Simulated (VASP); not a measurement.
These are LDA (Ceperley-Alder, Perdew-Zunger), VASP's LDA PAW potentials (set 64) (plane waves; VASP) values and carry that method's errors.

The input files of a VASP run:

KPOINTS:
```
K-points
0
gamma
7 7 4
0 0 0
```

**INCAR**
```
EDIFFG=-0.02
PREC=Accurate
LMAXMIX=4   ! l cut-off of mixed one-centre charges
SIGMA=0.05   ! width (eV)
ENCUT=500   ! plane-wave cut-off (eV)
ISMEAR=0   ! Gaussian
NSW=40   ! most ionic steps
NELM=100
LREAL=F
LCHARG=F
LASPH=T   ! aspherical one-centre terms
EDIFF=1E-6   ! SCF stop (eV)
ALGO=Normal
SYSTEM=ZnS
IBRION=2   ! conjugate gradients
ISIF=3
LWAVE=F
PSTRESS=50   ! kbar
```

POSCAR:
```
ZnS
1.0
  1.8725872583  -3.2434162330   0.0000000000
  1.8725872583   3.2434162330   0.0000000000
  0.0000000000   0.0000000000   6.1408348480
Zn S
2 2
Direct
  0.6666670000   0.3333330000   0.5002042924
  0.3333330000   0.6666670000   0.0002042924
  0.6666670000   0.3333330000   0.8747957076
  0.3333330000   0.6666670000   0.3747957076
```

POTCAR, in this order: Zn S (LDA.64 set). Program: vasp_std.

Output of the run:

OSZICAR:
```
       N       E                     dE             d eps       ncg     rms          rms(c)
DAV:   1     0.230325969172E+03    0.23033E+03   -0.17377E+04  1056   0.195E+03
DAV:   2     0.479349672265E+01   -0.22553E+03   -0.21949E+03  1086   0.373E+02
DAV:   3    -0.167693146164E+02   -0.21563E+02   -0.21444E+02  1278   0.119E+02
DAV:   4    -0.172683893815E+02   -0.49907E+00   -0.49855E+00  1242   0.185E+01
DAV:   5    -0.172775513006E+02   -0.91619E-02   -0.91600E-02  1286   0.248E+00    0.111E+01
DAV:   6    -0.164158765356E+02    0.86167E+00   -0.21062E+00  1554   0.460E+01    0.838E+00
DAV:   7    -0.164335405447E+02   -0.17664E-01   -0.20733E+00  1128   0.867E+00    0.323E+00
DAV:   8    -0.164027145053E+02    0.30826E-01   -0.11320E-01  1448   0.390E+00    0.105E+00
DAV:   9    -0.164014258394E+02    0.12887E-02   -0.26141E-02  1458   0.240E+00    0.316E-01
DAV:  10    -0.164014840383E+02   -0.58199E-04   -0.84575E-04  1280   0.364E-01    0.223E-01
DAV:  11    -0.164015029438E+02   -0.18905E-04   -0.74953E-05  1346   0.112E-01    0.474E-02
DAV:  12    -0.164015011465E+02    0.17972E-05   -0.15466E-05  1200   0.282E-02    0.260E-02
DAV:  13    -0.164015012700E+02   -0.12344E-06   -0.42047E-07   732   0.770E-03
   1 F= -.14073616E+02 E0= -.14073616E+02  d E =-.140736E+02
       N       E                     dE             d eps       ncg     rms          rms(c)
DAV:   1    -0.193291181479E+02   -0.29276E+01   -0.39373E+01  1248   0.117E+02    0.136E+01
DAV:   2    -0.166258388475E+02    0.27033E+01   -0.14805E+01  1194   0.109E+02    0.510E+00
DAV:   3    -0.163297775974E+02    0.29606E+00   -0.10776E+00  1350   0.197E+01    0.236E+00
DAV:   4    -0.162649471933E+02    0.64830E-01   -0.29942E-01  1302   0.395E+00    0.178E+00
DAV:   5    -0.162523447592E+02    0.12602E-01   -0.10252E-02  1700   0.215E+00    0.108E+00
DAV:   6    -0.162438302067E+02    0.85146E-02   -0.13466E-02  1896   0.233E+00    0.308E-01
DAV:   7    -0.162434562060E+02    0.37400E-03   -0.86777E-03  1398   0.137E+00    0.134E-01
DAV:   8    -0.162434776075E+02   -0.21401E-04   -0.98208E-04  1280   0.297E-01    0.885E-02
DAV:   9    -0.162434874866E+02   -0.98791E-05   -0.34994E-05  1154   0.520E-02    0.258E-02
DAV:  10    -0.162434854852E+02    0.20014E-05   -0.21803E-06   816   0.190E-02    0.191E-02
DAV:  11    -0.162434843739E+02    0.11113E-05   -0.23299E-06   606   0.314E-02    0.118E-02
DAV:  12    -0.162434840198E+02    0.35403E-06   -0.14376E-06   748   0.732E-03
   2 F= -.14107778E+02 E0= -.14107778E+02  d E =-.341624E-01
       N       E                     dE             d eps       ncg     rms          rms(c)
DAV:   1    -0.167839569509E+02   -0.54047E+00   -0.63006E+00  1236   0.525E+01    0.487E+00
DAV:   2    -0.164081409396E+02    0.37582E+00   -0.14355E+00  1212   0.291E+01    0.197E+00
DAV:   3    -0.163614628068E+02    0.46678E-01   -0.60689E-02  1122   0.198E+00    0.990E-01
DAV:   4    -0.163474233570E+02    0.14039E-01   -0.77559E-03  1206   0.702E-01    0.414E-01
DAV:   5    -0.163458644043E+02    0.15590E-02   -0.19907E-03  1780   0.996E-01    0.382E-02
DAV:   6    -0.163459433828E+02   -0.78978E-04   -0.13106E-03  1224   0.479E-01    0.522E-02
DAV:   7    -0.163459534243E+02   -0.10041E-04   -0.35126E-05  1224   0.500E-02    0.583E-02
DAV:   8    -0.163459493248E+02    0.40995E-05   -0.20630E-04  1128   0.908E-02    0.457E-02
DAV:   9    -0.163459433159E+02    0.60089E-05   -0.12579E-05  1170   0.320E-02    0.300E-02
DAV:  10    -0.163459412861E+02    0.20299E-05   -0.24971E-06   868   0.104E-02    0.176E-02
DAV:  11    -0.163459402772E+02    0.10089E-05   -0.23777E-06   810   0.850E-03    0.607E-03
DAV:  12    -0.163459401424E+02    0.13478E-06   -0.58245E-07   582   0.557E-03
   3 F= -.14135951E+02 E0= -.14135951E+02  d E =-.623353E-01
       N       E                     dE             d eps       ncg     rms          rms(c)
DAV:   1    -0.163440321252E+02    0.19082E-02   -0.58955E-03  1230   0.155E+00    0.152E-01
DAV:   2    -0.163436662005E+02    0.36592E-03   -0.15293E-03  1200   0.106E+00    0.600E-02
DAV:   3    -0.163436227916E+02    0.43409E-04   -0.53445E-05  1134   0.658E-02    0.292E-02
DAV:   4    -0.163436102366E+02    0.12555E-04   -0.90679E-06  1416   0.276E-02    0.155E-02
DAV:   5    -0.163436081576E+02    0.20790E-05   -0.70614E-07   576   0.287E-02    0.323E-03
DAV:   6    -0.163436082512E+02   -0.93558E-07   -0.23672E-06   694   0.151E-02
   4 F= -.14135936E+02 E0= -.14135936E+02  d E =-.623198E-01
       N       E                     dE             d eps       ncg     rms          rms(c)
DAV:   1    -0.163438302282E+02   -0.22207E-03   -0.21048E-02  1062   0.105E+00    0.842E-02
DAV:   2    -0.163437239318E+02    0.10630E-03   -0.51952E-04  1428   0.306E-01    0.502E-02
DAV:   3    -0.163436654724E+02    0.58459E-04   -0.76248E-05  1266   0.110E-01    0.150E-02
DAV:   4    -0.163436635330E+02    0.19394E-05   -0.23625E-05  1170   0.435E-02    0.862E-03
DAV:   5    -0.163436635436E+02   -0.10632E-07   -0.21726E-06   662   0.185E-02
   5 F= -.14136099E+02 E0= -.14136099E+02  d E =-.163144E-03
       N       E                     dE             d eps       ncg     rms          rms(c)
DAV:   1    -0.163447774641E+02   -0.11139E-02   -0.15723E-01  1062   0.286E+00    0.230E-01
DAV:   2    -0.163439826190E+02    0.79485E-03   -0.38580E-03  1434   0.834E-01    0.137E-01
DAV:   3    -0.163435475952E+02    0.43502E-03   -0.57437E-04  1268   0.300E-01    0.409E-02
DAV:   4    -0.163435336226E+02    0.13973E-04   -0.17619E-04  1164   0.118E-01    0.240E-02
DAV:   5    -0.163435337963E+02   -0.17373E-06   -0.17404E-05  1228   0.513E-02    0.948E-03
DAV:   6    -0.163435335963E+02    0.20000E-06   -0.32515E-06   840   0.416E-02
   6 F= -.14136271E+02 E0= -.14136271E+02  d E =-.335255E-03
```

**OUTCAR**
```
------------------------ aborting loop because EDIFF is reached ----------------------------------------
  FORCE on cell =-STRESS in cart. coord.  units (eV):
  Direction    XX          YY          ZZ          XY          YZ          ZX
  --------------------------------------------------------------------------------------
  Total        2.2028038      2.2028037      2.2453443      0.0000000      0.0000000      0.0000000
  in kB       49.8989956     49.8989941     50.8626438      0.0000000      0.0000000      0.0000000
  external PRESSURE =       0.2202112 kB  Pullay stress =      50.0000000 kB
  volume of cell :       70.73
      direct lattice vectors                 reciprocal lattice vectors
     1.837162399 -3.182058570 -0.000000000     0.272158847 -0.157130986  0.000000000
     1.837162399  3.182058570  0.000000000     0.272158847  0.157130986  0.000000000
    -0.000000000  0.000000000  6.049352261     0.000000000 -0.000000000  0.165306955
  FREE ENERGIE OF THE ION-ELECTRON SYSTEM (eV)
  ---------------------------------------------------
  free  energy   TOTEN  =       -16.3435335963 eV

  energy  without entropy=      -16.3435335963  energy(sigma->0) =      -16.34353360
  enthalpy is  TOTEN    =       -14.1362709707 eV   P V=        2.2072626257

 reached required accuracy - stopping structural energy minimisation
```
(Selected blocks of OUTCAR.)

CONTCAR:
```
ZnS
   1.00000000000000
     1.8371623989307442   -3.1820585702943940   -0.0000000000000000
     1.8371623989307442    3.1820585702943940    0.0000000000000000
    -0.0000000000000000    0.0000000000000000    6.0493522609862698
  Zn              S
     2     2
Direct
     0.6666669999999968    0.3333330000000032    0.5010305368615334
     0.3333330000000032    0.6666669999999968    0.0010305368615334
     0.6666669999999968    0.3333330000000032    0.8739694631384666
     0.3333330000000032    0.6666669999999968    0.3739694631384666
```

File OUTCAR:
```
 val. band max:        3.0578408064   @ k =   0.0000   0.0000   0.0000

 cond. band min:       5.5135401305   @ k =   0.0000   0.0000   0.0000


 Fermi energy:         3.2958395877

 k-point     1 :       0.0000    0.0000    0.0000
  band No.  band energies     occupation
      1     -10.9170      2.00000
      2      -9.7498      2.00000
      3      -3.9680      2.00000
      4      -3.9379      2.00000
      5      -3.9379      2.00000
      6      -3.8391      2.00000
      7      -3.8390      2.00000
      8      -3.4021      2.00000
      9      -3.4021      2.00000
     10      -3.3009      2.00000
     11      -3.3009      2.00000
     12      -3.2480      2.00000
     13      -3.0188      2.00000
     14       1.9880      2.00000
     15       1.9880      2.00000
     16       2.9308      2.00000
     17       3.0578      2.00000
     18       3.0578      2.00000
     19       5.5135      0.00000
     20       6.1817      0.00000
     21       9.1379      0.00000
     22       9.1379      0.00000

 k-point     2 :       0.1429   -0.0000    0.0000
  band No.  band energies     occupation
      1     -10.7509      2.00000
      2      -9.6556      2.00000
      3      -3.9638      2.00000
      4      -3.9311      2.00000
      5      -3.9067      2.00000
      6      -3.8256      2.00000
      7      -3.7918      2.00000
      8      -3.4355      2.00000
      9      -3.4213      2.00000
     10      -3.4024      2.00000
     11      -3.2927      2.00000
     12      -3.0502      2.00000
     13      -2.8733      2.00000
     14       0.8698      2.00000
     15       1.6208      2.00000
     16       1.9150      2.00000
     17       2.7133      2.00000
     18       2.8545      2.00000
     19       6.4583      0.00000
     20       7.0361      0.00000
     21       8.6695      0.00000
     22       9.5476      0.00000

 k-point     3 :       0.2857   -0.0000    0.0000
  band No.  band energies     occupation
      1     -10.3177      2.00000
...
```

Energy and stress use the plane-wave basis of the starting cell.

The compound is ZnS in the wurtzite structure, the high-temperature form. This run relaxes it under an external pressure of 5 GPa. Symmetry was kept, so distortions that lower it aren't found.
